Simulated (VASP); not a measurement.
Consider the following.

```
CELL_PARAMETERS angstrom
      3.81837    -2.15435     0.00281
      3.81837     2.15435     0.00281
     -0.08933     0.00000     5.96459
ATOMIC_POSITIONS crystal
  Te 0.68994 0.68994 0.66176
  Te 0.31006 0.31006 0.33824
  Te 0.00000 0.00000 0.00000
```

These are r2SCAN meta-GGA, VASP's PBE PAW potentials (set 64) (plane waves; VASP) values and carry that method's errors. Settings: 400 eV cut-off, 9×9×6 Γ-centred mesh, tetrahedra with Blöchl corrections, potentials Te.

Unless said otherwise, spin-orbit coupling is left out, though it shifts the bands of the heavy elements here.

Task: Predict the energy per atom (σ→0), band gap (over mesh and band path) with the smallest direct gap where there is one.

Result: 
```json
{
 "band gap (over mesh and band path)": "none (metal, semimetal or under 0.01 eV)",
 "energy per atom (σ→0)": "-25.341 eV/atom"
}
```

Total energies compare only between runs with the same potentials, cut-off and functional.

The structure comes from a computed database's Te entry (C2/m); how it stands against other phases isn't given here. It was relaxed first.
